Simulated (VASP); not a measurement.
Level of theory: PBE GGA, VASP's PBE PAW potentials (set 64) (plane waves; VASP 6.6.1).

VASP ran on this input.

**KPOINTS**
```
Automatic
0
Gamma
 8 8 8
```

### POSCAR
```
GaP
1
    0.0000000000     2.7529443306     2.7529443306
    2.7529443306     0.0000000000     2.7529443306
    2.7529443306     2.7529443306     0.0000000000
Ga P
1 1
Direct
  0.0000000000   0.0000000000   0.0000000000
  0.2500000000   0.2500000000   0.2500000000
```

INCAR:
```
! general
SYSTEM  = GaP
PREC    = Accurate
ENCUT   = 520
LREAL   = .FALSE.
LASPH   = .TRUE.

! electronic loop
EDIFF   = 1E-6
NELM    = 100
ALGO    = Normal
LMAXMIX = 4

! smearing
ISMEAR  = 0
SIGMA   = 0.05

! functional
GGA     = PE

! output
LWAVE   = .FALSE.
LCHARG  = .TRUE.
```

POTCAR, in this order: Ga_d P (PBE.64 set). Program: vasp_std.

Task: What will the output report for the number of irreducible k-points (NKPTS), largest plane-wave count, number of space-group operations, FFT grid (NGX, NGY, NGZ)?

Result: 
```
Item                                          Result
--------------------------------------  ------------
number of irreducible k-points (NKPTS)            29
largest plane-wave count                        1158
number of space-group operations                  24
FFT grid (NGX, NGY, NGZ)                30 × 30 × 30
```

The compound is GaP in the zinc blende structure. It was relaxed first.
